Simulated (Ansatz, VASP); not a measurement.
# Cross-check of HfO2 between VASP and Ansatz, part 3 of 3

Wanted: the spread between two codes on one cell, functional and k mesh. The cell is taken from a series of runs on this material, whose earlier steps may have relaxed, scaled, displaced or heated it; both programs get it as it stands.

VASP 6.6.1 and Ansatz 0.2.0.

So far: Starting point; VASP: zone-centre phonons, LDA.

### 3. Ansatz: zone-centre phonons, LDA

Level of this step: Ansatz beside VASP: Kohn-Sham DFT, plane waves, LDA (Ansatz).

Ansatz runs on its PAW soft_1 files.

The same cell, functional (in two slightly different forms) and mesh now go to Ansatz, which takes its cutoff from its data sets.

The input, input.yaml:

```yaml
crystal:
  lattice:
    - [3.5556156141, 0.0, 0.0]
    - [0.0, 3.5556156141, 0.0]
    - [0.0, 0.0, 5.1524470214]
  atoms:
    - { symbol: O, position: [0.0, 0.5, 0.6992990305] }
    - { symbol: O, position: [0.5, 0.0, 0.8007009695] }
    - { symbol: O, position: [0.5, 0.0, 0.3007009695] }
    - { symbol: O, position: [0.0, 0.5, 0.1992990305] }
    - { symbol: Hf, position: [0.5, 0.5, 0.5] }
    - { symbol: Hf, position: [0.0, 0.0, 0.0] }
kpoints:
  mp_grid: { grid: [8, 8, 6] }
hamiltonian:
  xc: lda
  pseudopotentials: { kind: paw, azcp: { folder: soft_1 }, xc_functional: pbe }
scf:
  occupations: { method: fixed }
output:
  eigenvalues: true
phonons:
  method: dfpt
  dielectric: true
  rigid_motions: translations
```

Command:

```console
$ ansatz run input.yaml --threads 8 --pin off --max-ram 16384MiB --backend cpu --events-out ev --progress --plain --runs-dir out
```

Numbers of over 12 decimals in the logs are rounded to 6 here.

The log of the run:

```text
Engine: ansatz 0.2.0, aarch64-unknown-linux-gnu
Pseudopotentials: kind: paw
Pseudopotential: O, paw, valence charge 6, recommended cutoff 420 eV (normal), soft_1/O.paw.azcp
Pseudopotential: Hf, paw, valence charge 26, recommended cutoff 420 eV (normal), soft_1/Hf.paw.azcp
Functional definition: SPW92
  exchange = slater_x
  correlation = pw_c
Crystal: 6 atoms, lattice volume = 65.139 Å³
Basis set: ecut = 420 eV, 1261 PW (Γ), exchange–correlation on 48×48×72 points (8 copies of the dense FFT grid, shifted against one another)
Bands: 46, of which v1, the nominal top of the filled ones, is band 38 counted from 1 (37 counted from 0)
Symmetry: 16 space group operations
k-points: 196 of 384 (irreducible under 1 space group operation, time reversal used)
Non-local potential: O, projectors of the file, l = 0: 2, l = 1: 2, l = 2: 1
Non-local potential: Hf, projectors of the file, l = 0: 3, l = 1: 2, l = 2: 2, l = 3: 3
PAW form: soft (Blöchl's): semilocal exchange-correlation on the pseudo side does not see the compensation charge
PAW frozen core: O, regenerated for the run's functional, and the local potential with it (the file was generated under x = pbe(κ = 0.804, μ = 0.219515), c = pbe(β = 0.066725))
PAW frozen core: Hf, regenerated for the run's functional, and the local potential with it (the file was generated under x = pbe(κ = 0.804, μ = 0.219515), c = pbe(β = 0.066725))
PAW one-centre angular grid: O, 110 points (default); XC on 64 Gauss nodes
PAW one-centre angular grid: Hf, 590 points (default); XC on 64 Gauss nodes
Initial density: superposition of atomic densities (chi_scale 0.1, normalization cell, long waves kept (reshape's long-wave potential 0.00 eV rms))
Initial wavefunctions: pseudopotential atomic-orbital guess
Functional: x = slater, c = lda
SCF iter   1: F=—  HF=-33188.894872 eV  |F-HF|=—  |Δ(HF+E_count)|=         —  Δρ=9.28e-2  dr2=4.39e0  ethr=3.10e-3  ⟨swp⟩=4.4  Hψ=25155  notcnv=0  defer=821
preconditioner: auto → Resta (q_TF=auto, 2.799 Å⁻¹)  ε∞=5.1  [insulator: Δε(μ)=3.581 eV  Ē_g=19.321 eV  n_scr=28 (ndim 8)  ℏωp=39.0 eV  f_vac=0.000  ε∞_Penn≈5.1]
SCF iter   2: F=—  HF=-33187.778857 eV  |F-HF|=—  |Δ(HF+E_count)|=    1.12e0  Δρ=4.21e-2  dr2=1.01e0  ethr=3.10e-3  ⟨swp⟩=2.0  Hψ=18418  notcnv=0  defer=939
SCF iter   3: F=—  HF=-33187.445017 eV  |F-HF|=—  |Δ(HF+E_count)|=   3.34e-1  Δρ=2.19e-2  dr2=2.93e-1  ethr=1.33e-3  ⟨swp⟩=2.0  Hψ=14302  notcnv=0  defer=1144
SCF iter   4: F=—  HF=-33187.349782 eV  |F-HF|=—  |Δ(HF+E_count)|=   9.52e-2  Δρ=7.58e-3  dr2=2.63e-2  ethr=3.86e-4  ⟨swp⟩=2.2  Hψ=16300  notcnv=0  defer=1094
SCF iter   5: F=—  HF=-33187.359155 eV  |F-HF|=—  |Δ(HF+E_count)|=   9.37e-3  Δρ=3.80e-3  dr2=9.13e-3  ethr=3.46e-5  ⟨swp⟩=2.0  Hψ=14531  notcnv=0  defer=1169
SCF iter   6: F=—  HF=-33187.354363 eV  |F-HF|=—  |Δ(HF+E_count)|=   4.79e-3  Δρ=7.77e-4  dr2=3.47e-4  ethr=1.20e-5  ⟨swp⟩=2.0  Hψ=16135  notcnv=0  defer=1176
SCF iter   7: F=—  HF=-33187.354897 eV  |F-HF|=—  |Δ(HF+E_count)|=   5.33e-4  Δρ=4.65e-4  dr2=1.08e-4  ethr=4.57e-7  ⟨swp⟩=2.0  Hψ=15809  notcnv=0  defer=782
SCF iter   8: F=—  HF=-33187.354899 eV  |F-HF|=—  |Δ(HF+E_count)|=   2.27e-6  Δρ=5.56e-5  dr2=1.39e-6  ethr=1.42e-7  ⟨swp⟩=2.0  Hψ=15522  notcnv=0  defer=734
SCF iter   9: F=—  HF=-33187.354899 eV  |F-HF|=—  |Δ(HF+E_count)|=   3.53e-7  Δρ=6.87e-6  dr2=2.07e-8  ethr=1.82e-9  ⟨swp⟩=2.6  Hψ=16187  notcnv=0  defer=731
SCF iter  10: F=—  HF=-33187.354899 eV  |F-HF|=—  |Δ(HF+E_count)|=   1.05e-8  Δρ=6.72e-7  dr2=1.46e-10  ethr=2.73e-11  ⟨swp⟩=2.4  Hψ=14967  notcnv=0  defer=731
SCF iter  11: F=-33187.354899 eV  HF=-33187.354899 eV  |F-HF|=7.28e-12  |Δ(HF+E_count)|=  1.53e-10  Δρ=1.43e-7  dr2=8.74e-12  ethr=1.00e-12  ⟨swp⟩=15.4  Hψ=62798  notcnv=0
SCF 1 converged in 11 iterations: F = -33187.354899 eV  dr2 = 8.74e-12
  greatest PAW one-centre occupation: 0.999 electrons in one spin orbital (limit 2), on the Hf atom at site 5 (counted from 0), in its partial waves of l = 3
DFPT response loops at Γ: preconditioner auto → Resta (q_TF=auto, 2.799 Å⁻¹)  ε∞=3.6 (no band partly filled); β = 1.00, the filter's whole step (`scf.mixing.beta` (0.50) is not read by the response loops at its default; to damp them type it under 1.00, their step now; it binds the ground state too); Broyden in place of MSR1
SCF converged after 11 iterations
Free energy (F): -33187.354899 eV
Harris-Foulkes:  -33187.354899 eV  (|F-HF|=7.28e-12)
Internal energy: -33187.354899 eV  (E = F + TS)
E sigma→0 (E₀):  -33187.354899 eV
Fermi energy:    13.686233 eV
--- Per-component energies (eV) ---
  E_band       = -13.706265
  E_kinetic    = 1485.128925
  E_local      = -14057.581024  (includes V_loc(G=0)·N_el)
  E_nonlocal   = 373.731287
  E_hartree    = 6688.918894
  E_xc         = -810.737003
  E_vxc        = -872.640911  (∫ρ·V_xc dr)
  E_paw        = -15521.767510  (= ΣΔE_a)
  E_vpaw       = -320.185511  (= ΣTr[D̂ρ^β])
  E_aug_tail   = 0.003170  (compensation charges beyond the density's cutoff)
  E_ewald      = -11350.353501
  E_core_change = 5.301862  (= ΣΔE_core)
  E_smearing   = -0.000000  (= −TS)
  E_closure    = -0.000000  (closes the sum)
  Σ components = -33187.354899   (vs F -33187.354899, Δ=0.00e0)
--- Band table (eV; the first three rows and the last of 196) ---
  k-point 0: bands = [... 34 lower, 13.0509, 13.5782, 13.6079, 13.6079, 18.2212, 18.2690, 19.4922, 19.7692, ... 4 higher]
  k-point 1: bands = [... 34 lower, 12.5965, 13.1545, 13.6266, 13.6266, 18.3526, 18.3767, 19.4898, 19.6459, ... 4 higher]
  k-point 2: bands = [... 34 lower, 12.9351, 12.9351, 13.6636, 13.6636, 18.5905, 18.7798, 19.3307, 19.4695, ... 4 higher]
  k-point 195: bands = [... 34 lower, 12.2595, 12.2595, 13.6862, 13.6862, 19.5450, 19.5450, 19.8312, 19.8312, ... 4 higher]
--- Phonons (Γ-DFPT): 5 representative perturbations + reference, on 196 of 384 k-points (Σ response iterations 21) ---
  k mesh reduced under 1 symmetry operation, with k and −k counted as one. Each operation leaves every solved perturbation unchanged. A smaller set is not considered because the run solves the response to a homogeneous field
  ASR residual: 1.107e-4 → 0.000e0 eV/Å²; symmetrization residual: 2.072e-5 eV/Å²
  ASR residual per site (eV/Å²): 1.11e-4 1.11e-4 1.11e-4 1.11e-4 1.64e-5 1.64e-5
  Γ frequencies (cm⁻¹): 0.00 0.00 0.00 72.29 72.29 99.04 99.04 222.35 302.72 316.47 439.97 439.97 460.40 460.40 592.44 651.17 664.90 664.90
  ε∞ (high-frequency dielectric tensor):
        5.365635     0.000000     0.000000
        0.000000     5.365635     0.000000
        0.000000     0.000000     4.840437
  ε⁰ (static dielectric tensor: ions relaxed, cell fixed):
      132.788985    -0.000000     0.000000
       -0.000000   132.788985    -0.000000
        0.000000    -0.000000    17.833295
  ε⁰ − ε∞ (ionic part):
      127.423350    -0.000000     0.000000
       -0.000000   127.423350    -0.000000
        0.000000    -0.000000    12.992858
  softest optical mode at Γ: 72.29 cm⁻¹; the repairs (sum rule, projections) moved no ω² at Γ by more than (2.87 cm⁻¹)²
  Born effective charges Z* (e; rows j = field, columns β = displacement):
    site 0:
        -3.46139    0.00000    0.00000
        -0.00000   -2.10343    0.00000
         0.00000   -0.00000   -2.41718
    site 1:
        -3.46139    0.00000    0.00000
        -0.00000   -2.10343    0.00000
         0.00000   -0.00000   -2.41718
    site 2:
        -2.10343   -0.00000    0.00000
         0.00000   -3.46139    0.00000
         0.00000    0.00000   -2.41718
    site 3:
        -2.10343   -0.00000    0.00000
         0.00000   -3.46139    0.00000
         0.00000   -0.00000   -2.41718
    site 4:
         5.56482   -0.00000    0.00000
        -0.00000    5.56482    0.00000
         0.00000   -0.00000    4.83435
    site 5:
[...]
Z* charge neutrality: 6.882e-6 e pre-enforcement
  k-mesh period / interband length: 30.9 Å / 1.42 Å = 21.74 at k = (0.0000, 0.0000, 0.0000), direct gap 4.613 eV — 14 or more, which is no proof of convergence
  optical modes at Γ without the LO–TO term, one row a degenerate level:
      ω (cm⁻¹)  modes    IR ((D/Å)²/amu)
[...]
optical modes at Γ + LO–TO along q̂ = [1.0000, 0.0000, 0.0000]:
      ω (cm⁻¹)  modes    IR ((D/Å)²/amu)
[...]
optical modes at Γ + LO–TO along q̂ = [0.0000, 1.0000, 0.0000]:
      ω (cm⁻¹)  modes    IR ((D/Å)²/amu)
[...]
optical modes at Γ + LO–TO along q̂ = [0.0000, 0.0000, 1.0000]:
      ω (cm⁻¹)  modes    IR ((D/Å)²/amu)
[...]
222.35      1             0.0000
        302.72      1             0.0000
        439.97      2             0.0000
        460.40      2            71.7370
        592.44      1             0.0000
        607.45      1            39.7430
        651.17      1             0.0000
        664.90      2             0.0000
```

The column dr2 measures how far the density is from self-consistency, as an energy; F and HF (Harris–Foulkes) agree once it is small.

### 4. Comparison

Known differences besides the potentials themselves: the two LDA forms differ slightly; fixed occupations in Ansatz, narrow Gaussian smearing in VASP; the data sets hold 76 valence electrons in Ansatz (on its PAW soft_1 files) and 44 in VASP; the cutoff is 420 eV in Ansatz and 600 eV in VASP; VASP's log shows a relativistic correction to its local exchange, Ansatz's none. Total energies have different zeros and are not compared.

Compared:

```csv
quantity,Ansatz,VASP,difference
ε∞ xx,5.37,5.31,+1.03 %
ε∞ yy,5.37,5.31,+1.03 %
ε∞ zz,4.84,4.80,+0.94 %
Born charge of O1 (mean of the diagonal) (e),-2.66,-2.65,-0.02
Born charge of Hf5 (mean of the diagonal) (e),5.32,5.29,+0.03
optical mode 1 to 2 (cm⁻¹),72.3,74.7,-3.18 %
optical mode 3 to 4 (cm⁻¹),99.0,99.2,-0.18 %
optical mode 5 (cm⁻¹),222.3,220.7,+0.73 %
optical mode 6 (cm⁻¹),302.7,301.5,+0.40 %
optical mode 7 (cm⁻¹),316.5,314.1,+0.76 %
optical mode 8 to 9 (cm⁻¹),440.0,442.8,-0.65 %
optical mode 10 to 11 (cm⁻¹),460.4,460.0,+0.08 %
optical mode 12 (cm⁻¹),592.4,592.5,-0.02 %
optical mode 13 (cm⁻¹),651.2,651.0,+0.03 %
optical mode 14 to 15 (cm⁻¹),664.9,665.7,-0.12 %
```

Modes are paired by rising frequency, not by their patterns, so a pair may set unlike modes beside each other; they are those without the splitting of longitudinal modes.

### 5. What came out

| Property | Result |
| --- | --- |
| r.m.s. difference of the optical zone-centre modes, each program's sorted by frequency (zone-centre phonons, LDA) | 1.6 cm⁻¹ |
| difference in optical mode 1 to 2 (zone-centre phonons, LDA) | -3.2 % |

**Reading.** The r.m.s. difference of the optical zone-centre modes, each program's sorted by frequency is 1.6 cm⁻¹ (zone-centre phonons, LDA). The data sets hold unlike numbers of valence electrons (76 in Ansatz and 44 in VASP), so part of the differences may come from the potentials. Among the rows given in per cent, the largest difference of the zone-centre phonons, LDA pair is in optical mode 1 to 2, -3.2 %. Such differences can come from data sets, numerical settings and the points named under the comparisons, not from the functional's error against experiment.

[Lines on the potential files, build, host, timing and source positions are cut from VASP's logs without a mark.]

[Logs are printed without paths, hosts, clocks, repeated set-up lines and the standing remarks that a program may print on its own settings, such as how far it seeks lower states.]

[Hosts, paths, dates, database ids (printed as entryN), source tags and the programs' standing remarks are cut or masked in the printed files.]
